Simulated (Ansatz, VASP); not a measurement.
**Si in VASP and in Ansatz**

The input INCAR:

```
SYSTEM = Si
ALGO = Normal
EDIFF = 1E-7
ENCUT = 520
ISIF = 2
ISMEAR = 0
LASPH = .TRUE.
LCHARG = .FALSE.
LREAL = .FALSE.
LWAVE = .FALSE.
NBANDS = 11
NELM = 100
PREC = Accurate
SIGMA = 0.05
```

The input KPOINTS:

```
k-points
0
G
  12 12 12
  0 0 0
```

The input POSCAR:

```
Si
1.0
    0.0000000000      2.8122658422      2.4312038206
    2.8122658422      0.0000000000      2.4312038206
    2.8122658422      2.8122658422      0.0000000000
Si
2
Direct
    0.5000000000      0.5000000000      0.5000000000
    0.7500000000      0.7500000000      0.7500000000
```

Input for Ansatz:

```yaml
crystal:
  lattice:
    - [0.0, 2.8122658422, 2.4312038206]
    - [2.8122658422, 0.0, 2.4312038206]
    - [2.8122658422, 2.8122658422, 0.0]
  atoms:
    - { symbol: Si, position: [0.5, 0.5, 0.5] }
    - { symbol: Si, position: [0.75, 0.75, 0.75] }
basis:
  ecutwfc: 420
kpoints:
  mp_grid: { grid: [12, 12, 12] }
hamiltonian:
  xc: lda
  pseudopotentials: { kind: paw, azcp: { folder: soft_1 } }
scf:
  occupations: { method: gaussian, width: 0.05 }
output:
  forces: true
  stress: true
  eigenvalues: true
```

Alike in both runs: task single point; functional LDA; k mesh 12 × 12 × 12; occupations gaussian, width 0.05 eV; no spin polarisation.

|  | VASP | Ansatz |
| --- | --- | --- |
| version | VASP 6.6.1 | Ansatz 0.2.0 |
| potentials or method | VASP PAW LDA potentials, release 64 (Si) | scalar-relativistic, plane waves, PAW |
| plane-wave cutoff (eV) | 520 | 420 |
| valence electrons in the cell | 8 | 8 |

VASP gave:

* gap on the k mesh at the Fermi level (eV): none
* pressure (GPa): 1.5
* largest component of the traceless stress (GPa): 6.14

Q: What did Ansatz give for the same quantities?

A: gap on the k mesh at the Fermi level (eV): none; pressure (GPa): 1.4; largest component of the traceless stress (GPa): 6.15.

A gap of «none» marks a metal or a gap that the smearing closes. Ansatz warned: «pseudo_functional_mismatch».
